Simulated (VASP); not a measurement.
Input:

```yaml
crystal:
  lattice:
    - [3.73114, 0.00000, 0.00000]
    - [0.00000, 3.73114, 0.00000]
    - [0.00000, 0.00000, 3.73114]
  atoms:
    - { symbol: Cu, position: [0.00000, 0.50000, 0.50000] }
    - { symbol: Cu, position: [0.50000, 0.00000, 0.50000] }
    - { symbol: Cu, position: [0.50000, 0.50000, 0.00000] }
    - { symbol: Au, position: [0.00000, 0.00000, 0.00000] }
```

The numbers are results of vdW-DF-cx, VASP's PBE PAW potentials (set 64) (plane waves; VASP 6.6.1), not measurements. Run with 520 eV cut-off, Gaussian smearing of 0.050 eV, potentials Cu Au.

Unless said otherwise, spin-orbit coupling is left out, though it shifts the bands of the heavy elements here.

### Question
What does the run give for the band gap (along the path) with the smallest direct gap where there is one?

### Answer

```json
{
 "band gap (along the path)": "none (metal, semimetal or under 0.01 eV)"
}
```

The absolute energy has meaning only against runs of the same code, potentials and settings.

The compound is Cu3Au in the L1_2 structure. It was relaxed first.
